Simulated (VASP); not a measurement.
Runs of VASP 6.6.1 on HPtBr3. All rows change the cell; the cell of one of them follows. It takes space group Pm-3m (No. 221, cubic). The conventional cell has a = 4.589 Å, b = 4.589 Å, c = 4.589 Å, α = 90.00°, β = 90.00°, γ = 90.00°. H (site symmetry m-3m) has 6 Br at 2.29 Å as nearest neighbours. Pt (site symmetry m-3m) has 12 Br at 3.24 Å as nearest neighbours. Around Br (site symmetry 4/mmm) lie 2 H at 2.29 Å. The cell was built by a generator and needn't be a form met in nature.

```tsv
task	cell	k mesh	cutoff (eV)	gap on the mesh (eV)	pressure (GPa)	relaxed volume (Å³/atom)
single point	species swapped into the EuHfO3 type (Pm-3m, No. 221)	8 × 8 × 8	520	none	0.0	-
relaxation of cell and atoms	relaxed from: species swapped into the EuHfO3 type (Pm-3m, No. 221)	8 × 8 × 8	600	none	-0.1	(a)
relaxation of cell and atoms	relaxed from: species swapped into the EuHfO3 type (Pm-3m, No. 221)	4 × 4 × 4	600	none	-0.2	19.39
single point	species swapped into the EuHfO3 type (Pm-3m, No. 221)	4 × 4 × 4	520	none	-0.4	-
```

Alike in all rows: level PBE; potentials or basis VASP PAW PBE potentials, release 64 (H, Pt, Br); no spin polarisation; smearing gaussian 0.1 eV.

Fill in the values left out.

(a) 19.36.

A k mesh can miss the band edges, and the runs leave out spin-orbit coupling on Br, Pt.

A gap of «none» marks a metal or a gap under the smearing width.
